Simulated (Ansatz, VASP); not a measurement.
# Be72H143 (V_H1) in two plane-wave programs, part 2 of 2

Wanted: the spread between two codes on one cell, functional and k mesh. The cell is taken from a series of runs on this material, whose earlier steps may have relaxed, scaled, displaced or heated it; both programs get it as it stands.

VASP 6.6.1 and Ansatz 0.2.0.

So far. Step 2 (VASP: single point, PBEsol): The run ends at a pressure of -0.31 GPa, with forces up to 0.018 eV/Å.

### 3. Ansatz: single point, PBEsol

Level of this step: Ansatz beside VASP: Kohn-Sham DFT, plane waves, PBEsol (Ansatz).

Ansatz runs on its default PAW (the set named soft_2) files.

The same cell, functional, mesh and smearing now go to Ansatz.

input.yaml

```yaml
crystal:
  lattice:
    - [11.97997845, 0.0, 0.0]
    - [3.99332615, -8.75735955, 7.53777216]
    - [3.99332615, -8.75735955, -7.53777216]
  atoms:
    - { symbol: Be, position: [0.17031855672, 0.12224692275, 0.37341365682] }
    - { symbol: Be, position: [0.1673290612, 0.37363312837, 0.12528501849] }
    - { symbol: Be, position: [0.25783602524, 0.41641049795, 0.41809105222] }
    - { symbol: Be, position: [0.18454420103, 0.16464475722, 0.16598218704] }
    - { symbol: Be, position: [0.14954523123, 0.33235792325, 0.33432147001] }
    - { symbol: Be, position: [0.07323933379, 0.08294591662, 0.08402160106] }
    - { symbol: H, position: [0.21741223832, 0.36995373888, 0.21858817737] }
    - { symbol: H, position: [0.21786877906, 0.21599087325, 0.3726421707] }
    - { symbol: H, position: [0.05707229932, 0.46630494268, 0.12255998383] }
    - { symbol: H, position: [0.27740755957, 0.37628167302, 0.03196213769] }
    - { symbol: H, position: [0.30756029231, 0.15820142067, 0.16316071541] }
    - { symbol: H, position: [0.14406046774, 0.40881525357, 0.41058372707] }
    - { symbol: H, position: [0.02573197388, 0.33810007112, 0.34109821732] }
    - { symbol: H, position: [0.18899709957, 0.08875072727, 0.09027586264] }
    - { symbol: H, position: [0.06240054762, 0.11321759544, 0.46698336445] }
    - { symbol: H, position: [0.28132728026, 0.02523283284, 0.37308680123] }
    - { symbol: H, position: [0.11708627298, 0.28064675265, 0.12921809223] }
    - { symbol: H, position: [0.11818755165, 0.12583475258, 0.28221212352] }
    - { symbol: Be, position: [0.16677374894, 0.12483113048, 0.87552316804] }
    - { symbol: Be, position: [0.16528415982, 0.37425038682, 0.62661667696] }
    - { symbol: Be, position: [0.26155106095, 0.41603913665, 0.91619859366] }
    - { symbol: Be, position: [0.18283238206, 0.16495681843, 0.66747645976] }
    - { symbol: Be, position: [0.14984918621, 0.33392351618, 0.83435188965] }
    - { symbol: Be, position: [0.07326333161, 0.08170446256, 0.58467564688] }
    - { symbol: H, position: [0.21729305179, 0.37108135936, 0.71791560224] }
    - { symbol: H, position: [0.21712227891, 0.21773173135, 0.87163940815] }
    - { symbol: H, position: [0.05525005697, 0.46673788303, 0.62241354378] }
    - { symbol: H, position: [0.27524177781, 0.37844187616, 0.53282636405] }
    - { symbol: H, position: [0.30641826474, 0.15890417281, 0.66283444466] }
    - { symbol: H, position: [0.14631425171, 0.40970930001, 0.90978815547] }
    - { symbol: H, position: [0.02651311434, 0.34056217352, 0.83899466097] }
    - { symbol: H, position: [0.18842098499, 0.08884832277, 0.59089108246] }
    - { symbol: H, position: [0.05704086377, 0.12157845721, 0.96858982078] }
    - { symbol: H, position: [0.27689620972, 0.03211335455, 0.87947169599] }
    - { symbol: H, position: [0.11661355666, 0.28088927191, 0.62850119718] }
    - { symbol: H, position: [0.1160224865, 0.12705989368, 0.78329980906] }
    - { symbol: Be, position: [0.16435027614, 0.62325549586, 0.37480063222] }
    - { symbol: Be, position: [0.16788962818, 0.87376490046, 0.12492170887] }
    - { symbol: Be, position: [0.2590532508, 0.91284203573, 0.42118153707] }
    - { symbol: Be, position: [0.18220792171, 0.66513993502, 0.16588611207] }
    - { symbol: Be, position: [0.14874597409, 0.83142650639, 0.33295583674] }
    - { symbol: Be, position: [0.07030328415, 0.58301437037, 0.08520916889] }
    - { symbol: H, position: [0.21824876089, 0.86994376905, 0.2186675219] }
    - { symbol: H, position: [0.21639828201, 0.71535650795, 0.37028213847] }
    - { symbol: H, position: [0.05819903753, 0.966945429, 0.12228393838] }
    - { symbol: H, position: [0.27821725057, 0.87658431785, 0.03247716609] }
    - { symbol: H, position: [0.30573377171, 0.65874915713, 0.16077741256] }
    - { symbol: H, position: [0.14824584723, 0.90235733144, 0.41155188597] }
    - { symbol: H, position: [0.02502157874, 0.84008390639, 0.33909329531] }
    - { symbol: H, position: [0.18618497025, 0.58991633923, 0.08990609382] }
    - { symbol: H, position: [0.05571527823, 0.62106735167, 0.46909368835] }
    - { symbol: H, position: [0.27559065862, 0.53125140278, 0.37800693063] }
    - { symbol: H, position: [0.11588056487, 0.78188500193, 0.12934360832] }
    - { symbol: H, position: [0.1147019311, 0.62689198134, 0.28192051963] }
    - { symbol: Be, position: [0.16461192221, 0.62483680875, 0.87734798227] }
    - { symbol: Be, position: [0.16667510283, 0.8725264, 0.62934801745] }
    - { symbol: Be, position: [0.26252031264, 0.91583166117, 0.91652919827] }
    - { symbol: Be, position: [0.1817377125, 0.66329954441, 0.67001801021] }
    - { symbol: Be, position: [0.15022961348, 0.83311913808, 0.83618334385] }
    - { symbol: Be, position: [0.07002115521, 0.58286625721, 0.58567868555] }
    - { symbol: H, position: [0.21917625642, 0.86908707763, 0.71991106283] }
    - { symbol: H, position: [0.21595403508, 0.71682460423, 0.87421538874] }
[... 48 lines left out ...]
    - { symbol: Be, position: [0.50297575369, 0.87678027301, 0.12098720802] }
    - { symbol: Be, position: [0.59983027361, 0.92282000746, 0.41773135795] }
    - { symbol: Be, position: [0.5168104449, 0.66850624355, 0.16508486793] }
    - { symbol: Be, position: [0.49944093608, 0.84409760239, 0.3301407073] }
    - { symbol: Be, position: [0.40341542783, 0.58464876322, 0.08375962562] }
    - { symbol: H, position: [0.55647431828, 0.87563655521, 0.21138090202] }
    - { symbol: H, position: [0.5477489563, 0.7220660668, 0.37266829551] }
    - { symbol: H, position: [0.39101810248, 0.96778312141, 0.12331236214] }
    - { symbol: H, position: [0.61282933031, 0.87953276941, 0.02963733789] }
    - { symbol: H, position: [0.64054026737, 0.65818170023, 0.16116902988] }
    - { symbol: H, position: [0.48295413316, 0.9234948742, 0.40602087135] }
    - { symbol: H, position: [0.37168752788, 0.82771499611, 0.34862507573] }
    - { symbol: H, position: [0.51766978138, 0.58928952278, 0.09492614915] }
    - { symbol: H, position: [0.37465784041, 0.63328182288, 0.47424023612] }
    - { symbol: H, position: [0.45115683801, 0.78443693287, 0.12692254878] }
    - { symbol: H, position: [0.45141546353, 0.63074991023, 0.28357824472] }
    - { symbol: Be, position: [0.50035468356, 0.62651000392, 0.87335200381] }
    - { symbol: Be, position: [0.50043364628, 0.8756932437, 0.62517104889] }
    - { symbol: Be, position: [0.59658827188, 0.91753162003, 0.9139382772] }
    - { symbol: Be, position: [0.51679626605, 0.66654421863, 0.66441997525] }
    - { symbol: Be, position: [0.48335908261, 0.83503344804, 0.83425726614] }
    - { symbol: Be, position: [0.40217861774, 0.58662939193, 0.58574340698] }
    - { symbol: H, position: [0.54982248989, 0.87313363571, 0.71785361344] }
    - { symbol: H, position: [0.55088904712, 0.71886146608, 0.8707375784] }
    - { symbol: H, position: [0.39064531374, 0.96792545876, 0.6176704271] }
    - { symbol: H, position: [0.6118662674, 0.87938838109, 0.53333366399] }
    - { symbol: H, position: [0.64035796617, 0.65965888217, 0.65815820162] }
    - { symbol: H, position: [0.4804373564, 0.91083455774, 0.90983836656] }
    - { symbol: H, position: [0.35999299129, 0.84098796831, 0.83986261161] }
    - { symbol: H, position: [0.51940799402, 0.59208132495, 0.58689922936] }
    - { symbol: H, position: [0.39078016568, 0.62285362744, 0.967132361] }
    - { symbol: H, position: [0.61103042029, 0.53412961334, 0.87529985885] }
    - { symbol: H, position: [0.45157397936, 0.78310645204, 0.62468711711] }
    - { symbol: H, position: [0.44900991327, 0.6306468377, 0.78078766326] }
    - { symbol: Be, position: [0.83568331174, 0.12400178146, 0.37403104459] }
    - { symbol: Be, position: [0.83521118628, 0.37366812264, 0.12374665627] }
    - { symbol: Be, position: [0.92749738954, 0.41539245717, 0.4154210546] }
    - { symbol: Be, position: [0.8529523827, 0.16463656664, 0.16446366262] }
    - { symbol: Be, position: [0.82137971136, 0.33120575288, 0.33164673784] }
    - { symbol: Be, position: [0.74063196349, 0.0840332761, 0.08261834071] }
    - { symbol: H, position: [0.88770832641, 0.36879964563, 0.21570126068] }
    - { symbol: H, position: [0.88702244628, 0.21569771872, 0.37083190719] }
    - { symbol: H, position: [0.72448804115, 0.46655826069, 0.12277073549] }
    - { symbol: H, position: [0.94458162827, 0.3776654519, 0.03077009753] }
    - { symbol: H, position: [0.97597950213, 0.1579877242, 0.16059195348] }
    - { symbol: H, position: [0.81236405483, 0.40874935588, 0.40778105772] }
    - { symbol: H, position: [0.69899109929, 0.34529561967, 0.32558601146] }
    - { symbol: H, position: [0.856352577, 0.08873803705, 0.08932106456] }
    - { symbol: H, position: [0.72320924031, 0.12726084903, 0.46812193272] }
    - { symbol: H, position: [0.94371204864, 0.03060163972, 0.38196131378] }
    - { symbol: H, position: [0.78523281039, 0.28059139964, 0.12728432598] }
    - { symbol: H, position: [0.78583876274, 0.12673007562, 0.28126819939] }
    - { symbol: Be, position: [0.83443936254, 0.12518550018, 0.87416491278] }
    - { symbol: Be, position: [0.83266686691, 0.37451737683, 0.62486987947] }
    - { symbol: Be, position: [0.92901008934, 0.41613036389, 0.9149449855] }
    - { symbol: Be, position: [0.8507678212, 0.16540831906, 0.66558611897] }
    - { symbol: Be, position: [0.81745857848, 0.33431993984, 0.83286842413] }
    - { symbol: Be, position: [0.73764820918, 0.08360640769, 0.58553288668] }
    - { symbol: H, position: [0.88417205065, 0.3715895121, 0.71647862082] }
    - { symbol: H, position: [0.88439545392, 0.21814599677, 0.87053416154] }
    - { symbol: H, position: [0.72223076181, 0.46710000897, 0.62131115859] }
    - { symbol: H, position: [0.94201757747, 0.37850661461, 0.53143168997] }
    - { symbol: H, position: [0.97500146973, 0.15997763971, 0.65683691196] }
    - { symbol: H, position: [0.81345733682, 0.40996905933, 0.90876609016] }
    - { symbol: H, position: [0.69378366446, 0.34076653825, 0.83811319413] }
    - { symbol: H, position: [0.85336589033, 0.08960853784, 0.59043448516] }
    - { symbol: H, position: [0.72422855838, 0.12217453101, 0.96724055833] }
    - { symbol: H, position: [0.94421760011, 0.03224896028, 0.87811302014] }
    - { symbol: H, position: [0.78311203635, 0.28126844782, 0.62771638596] }
    - { symbol: H, position: [0.78417515631, 0.12764260219, 0.78168807297] }
    - { symbol: Be, position: [0.8317497659, 0.62455468913, 0.37426839351] }
    - { symbol: Be, position: [0.83466992412, 0.87462119268, 0.12397132915] }
    - { symbol: Be, position: [0.92841074202, 0.91461480064, 0.41688662675] }
    - { symbol: Be, position: [0.84950091309, 0.66573197463, 0.16586740544] }
    - { symbol: Be, position: [0.81710681783, 0.83449812755, 0.33291578348] }
    - { symbol: Be, position: [0.73818366393, 0.58319981282, 0.08429966587] }
    - { symbol: H, position: [0.88465491641, 0.8711458551, 0.21715181744] }
    - { symbol: H, position: [0.87984619538, 0.7180564687, 0.37362316541] }
    - { symbol: H, position: [0.72484596159, 0.96829665918, 0.1214280718] }
    - { symbol: H, position: [0.94464030421, 0.87755912137, 0.0313844807] }
    - { symbol: H, position: [0.97295118468, 0.65801079429, 0.16205012378] }
    - { symbol: H, position: [0.81278929271, 0.91044412765, 0.40894625181] }
    - { symbol: H, position: [0.69073057587, 0.84698430539, 0.33800651017] }
    - { symbol: H, position: [0.85337616926, 0.58985135813, 0.09046747131] }
    - { symbol: H, position: [0.72206042174, 0.62007843118, 0.46723881097] }
    - { symbol: H, position: [0.94205746676, 0.53160763201, 0.37608068715] }
    - { symbol: H, position: [0.78339593054, 0.78232623488, 0.12789766693] }
    - { symbol: H, position: [0.77991126332, 0.6302051657, 0.28198567941] }
    - { symbol: Be, position: [0.83253819585, 0.62497140549, 0.87489301369] }
    - { symbol: Be, position: [0.83365177616, 0.87346508864, 0.62517907512] }
    - { symbol: Be, position: [0.92943322833, 0.91609272328, 0.91534680889] }
    - { symbol: Be, position: [0.84887055526, 0.6649966533, 0.66635470521] }
    - { symbol: Be, position: [0.81703661652, 0.83425840441, 0.8335451509] }
    - { symbol: Be, position: [0.73771618222, 0.5830390908, 0.58331531477] }
    - { symbol: H, position: [0.88376487446, 0.87209345079, 0.71722196153] }
    - { symbol: H, position: [0.88275944165, 0.71785886578, 0.8715453106] }
    - { symbol: H, position: [0.72437113137, 0.9671185784, 0.61808865109] }
    - { symbol: H, position: [0.9441348243, 0.87491707473, 0.53219880465] }
    - { symbol: H, position: [0.97247836301, 0.65912438786, 0.66052460442] }
    - { symbol: H, position: [0.8139595829, 0.90999533867, 0.90895370739] }
    - { symbol: H, position: [0.6932515179, 0.84178071126, 0.8383168965] }
    - { symbol: H, position: [0.85276118795, 0.58989105356, 0.58970669787] }
    - { symbol: H, position: [0.72259995879, 0.62140772479, 0.96850818231] }
    - { symbol: H, position: [0.94290091841, 0.53253335748, 0.87826519256] }
    - { symbol: H, position: [0.78222585271, 0.78155042206, 0.62888799391] }
    - { symbol: H, position: [0.78172779797, 0.62787616792, 0.78254095483] }
  host:
    repeats: [3, 2, 2]
    atoms:
      - { symbol: Be, position: [0.5, 0.25, 0.75] }
      - { symbol: Be, position: [0.5, 0.75, 0.25] }
      # ... 16 more atoms of the perfect host
total_charge: 1
basis:
  ecutwfc: 420
  xc_grid: 2
hamiltonian:
  xc: pbesol
kpoints:
  mp_grid: { grid: [1, 1, 1] }
scf:
  occupations: { method: fermi_dirac, width: 0.01 }
  max_iter: 100
output:
  forces: true
  charged_corrections:
    epsilon: [3.63, 3.74, 3.59]
    static_epsilon: [4.37, 5.16, 5.26]
    defect_position: [0.610062, 0.532222, 0.378227]
  eigenvalues: true
checkpoint:
  read: "../qp1.relax_smeared.run"
  write: "../cc1.qp1.l1.run"
  compress: false
  write_wavefunctions: false
  write_every: 100000
```

Command:

```
$ ansatz run input.yaml --threads 4 --pin off --max-ram 7536MiB --backend cpu --events-out ev --progress --plain --runs-dir out
```

Numbers of over 12 decimals in the logs are rounded to 6 here.

Output:

```text
Engine: ansatz 0.2.0, x86_64-unknown-linux-gnu
Pseudopotentials: kind: paw
Pseudopotential: Be, paw, valence charge 2, recommended cutoff 420 eV (normal), Be.paw.azcp
Pseudopotential: H, paw, valence charge 1, recommended cutoff 420 eV (normal), H.paw.azcp
Functional definition: PBEsol
  exchange = pbesol_x
  correlation = pbesol_c
Crystal: 215 atoms, lattice volume = 1581.620 Å³
Basis set: ecut = 420 eV, 30935 PW (Γ), exchange–correlation on 162×180×180 points (8 copies of the dense FFT grid, shifted against one another)
Bands: 358, of which v1, the nominal top of the filled ones, is band 143 counted from 1 (142 counted from 0)
Symmetry: 1 space group operations
Space group: P1 (ITA 1), of the structure as read, at distance tolerance 1.2e-4 Å
k-points: 1
Non-local potential: Be, projectors of the file, l = 0: 2, l = 1: 2, l = 2: 1
Non-local potential: H, projectors of the file, l = 0: 2, l = 1: 1
PAW form: soft (Blöchl's): semilocal exchange-correlation on the pseudo side does not see the compensation charge
PAW frozen core: Be, regenerated for the run's functional, and the local potential with it (the file was generated under x = pbe(κ = 0.804, μ = 0.219515), c = pbe(β = 0.066725))
PAW one-centre angular grid: Be, 110 points (default); XC on 64 Gauss nodes
PAW one-centre angular grid: H, 110 points (default); XC on 64 Gauss nodes
Initial density: read from a saved state, or passed on in memory by an earlier SCF of this step, an earlier step, the calling program or the single point that the run made first
Initial wavefunctions: those read from a saved state, or passed on in memory by an earlier step or the calling program
Functional: x = pbesol(κ = 0.804, μ = 0.123457), c = pbesol(β = 0.046)
SCF iter   1: F=—  HF=-8750.827758 eV  |F-HF|=—  |Δ(HF+E_count)|=         —  Δρ=1.16e-6  dr2=2.91e-8  ethr=3.21e-11  ⟨swp⟩=5.0  Hψ=739  notcnv=0
preconditioner: auto → Resta (q_TF=auto, 2.052 Å⁻¹)  ε∞=2.7  [insulator: Δε(μ)=4.553 eV  Ē_g=11.969 eV  σ=0.010 eV  W_gap=1.00  n_scr=228 (ndim 8)  ℏωp=15.8 eV  f_vac=0.002  D(μ)=0.00/eV (n_scr^D=0)  ε∞_Penn≈2.7]
SCF iter   2: F=-8750.827758 eV  HF=-8750.827758 eV  |F-HF|=6.75e-9  |Δ(HF+E_count)|=   8.72e-9  Δρ=6.91e-7  dr2=1.02e-8  ethr=1.02e-11  ⟨swp⟩=2.0  Hψ=505  notcnv=0
SCF 1 converged in 2 iterations: F = -8750.827758 eV  dr2 = 1.02e-8
  greatest PAW one-centre occupation: 0.381 electrons in one spin orbital (limit 2), on the Be atom at site 76 (counted from 0), in its partial waves of l = 0
SCF converged after 2 iterations
Free energy (F): -8750.827758 eV
Harris-Foulkes:  -8750.827758 eV  (|F-HF|=6.75e-9)
Internal energy: -8750.827758 eV  (E = F + TS)
E sigma→0 (E₀):  -8750.827758 eV
Fermi energy:    1.335989 eV
--- Per-component energies (eV) ---
  E_band       = -1001.061834
  E_kinetic    = 3383.577753
  E_local      = -3085.246916  (includes V_loc(G=0)·N_el)
  E_nonlocal   = 552.140291
  E_hartree    = 712.088395
  E_xc         = -2630.272273
  E_vxc        = -3083.451196  (∫ρ·V_xc dr)
  E_paw        = -4194.333727  (= ΣΔE_a)
  E_vpaw       = -192.073073  (= ΣTr[D̂ρ^β])
  E_aug_tail   = -0.185214  (compensation charges beyond the density's cutoff)
  E_ewald      = -3489.282323
  E_core_change = 0.686256  (= ΣΔE_core)
  E_smearing   = -0.000000  (= −TS)
  E_closure    = 0.000000  (closes the sum)
  E_deformation_potential = 9.069671  (in the stress; not in F)
  Σ components = -8750.827758   (vs F -8750.827758, Δ=0.00e0)
--- Forces (eV/Å), atoms counted from 1 ---
  atom   1  Be    -0.00014599     0.00006048    -0.00036767
  atom   2  Be     0.00003362    -0.00010260    -0.00002969
  atom   3  Be    -0.00019184     0.00008166    -0.00013372
  atom   4  Be    -0.00010751    -0.00002617     0.00011015
  atom   5  Be     0.00027001     0.00035319     0.00004447
  atom   6  Be    -0.00006729    -0.00000394    -0.00015625
  atom   7  H     -0.00015489     0.00024733     0.00019114
  atom   8  H      0.00015169    -0.00035321     0.00047313
  atom   9  H      0.00003142     0.00002811     0.00003709
  atom  10  H     -0.00002678     0.00015103     0.00009287
  atom  11  H      0.00005330     0.00002891    -0.00005368
  atom  12  H      0.00016559    -0.00015674    -0.00006694
  atom  13  H     -0.00001073     0.00005507     0.00000587
  atom  14  H      0.00011076    -0.00010995     0.00004234
  atom  15  H     -0.00002358    -0.00010674    -0.00000155
  atom  16  H     -0.00008987    -0.00020584     0.00002926
  atom  17  H     -0.00001283     0.00008611     0.00001870
  atom  18  H      0.00023035    -0.00007250    -0.00003147
  atom  19  Be    -0.00002246     0.00020515     0.00003608
  atom  20  Be    -0.00009772    -0.00010259    -0.00004548
  atom  21  Be    -0.00012945     0.00008745     0.00012680
  atom  22  Be     0.00034317    -0.00001476    -0.00003089
  atom  23  Be    -0.00003290    -0.00004755    -0.00010716
[...]
atom 126  Be    -0.00007212     0.00031475     0.00001828
[...]
atom 208  H      0.00007267     0.00000880     0.00012878
  atom 209  H     -0.00005522    -0.00010240    -0.00001511
  atom 210  H     -0.00012692    -0.00005553     0.00000328
  atom 211  H      0.00002493    -0.00003804     0.00002824
  atom 212  H     -0.00010169    -0.00038476    -0.00019517
  atom 213  H     -0.00006820    -0.00012652     0.00006353
  atom 214  H     -0.00003637     0.00012059    -0.00010119
  atom 215  H     -0.00000218     0.00001115     0.00008635
  max |Σ_I F_I| component: 1.02e-4 eV/Å
--- Charged-cell corrections in eV (Makov–Payne, q = +1.000 e, ε = [3.630, 3.740, 3.590] of the electrons, [4.370, 5.160, 5.260] with the ions) ---
  F (periodic)     = -8750.827758  (uncorrected; the corrections below are reported, never added to it)
  E_corr1          = +0.484982  (monopole, q²α_M/2ε̄L, of the cell on which ε is isotropic)
  F Makov-Payne    = n/a  (the rows are of the electrons' constant alone; ansatz place-levels tells what screens the charge)
  no potential alignment in this run, which stands beside a crystal: run the host's input off ansatz write-host-input, and read the two finished runs by ansatz place-levels (neither reads a slab, a wire or a sheet, whose cell leaves a vacuum)
--- Band table (eV) ---
  k-point 0: bands = [... 139 lower, -1.0313, -1.0156, -1.0088, -0.9407, 3.6127, 3.7436, 4.1366, 4.1850, ... 211 higher]
```

### 4. Differences

Known differences besides the potentials themselves: the cutoff is 420 eV in Ansatz and 520 eV in VASP (PREC = Accurate, projectors in real space); Ansatz makes its cores anew for this functional, VASP keeps those of its PBE data sets. Total energies have different zeros and are not compared.

Both answers:

| quantity | Ansatz | VASP | difference |
| --- | --- | --- | --- |
| gap on the k mesh (eV) | 4.553 | 4.549 | +0.005 |

At this near-relaxed geometry the largest component of a force difference is 15 meV/Å. A gap on the mesh is an upper bound, since the band edges may lie between its points. The cell carries a charge of +1 e against a uniform background, so its pressure also hangs on how the neutralising background is counted, and in a defect's cell a gap may be the spacing between its levels.

### 5. Results

```
difference in gap on the k mesh (single point, PBEsol) : 0.0049 eV
```

What this shows: The difference in gap on the k mesh is 0.0049 eV (single point, PBEsol), within the 0.08 eV picked in this series as the mark of a large difference. Such differences can come from data sets, numerical settings and the points named under the comparisons, not from the functional's error against experiment.

[Lines on the potential files, build, host, timing and source positions are cut from VASP's logs without a mark.]

[Logs are printed without paths, hosts, clocks, repeated set-up lines and the standing remarks that a program may print on its own settings, such as how far it seeks lower states.]

[Hosts, paths, dates, database ids (printed as entryN), source tags and the programs' standing remarks are cut or masked in the printed files.]
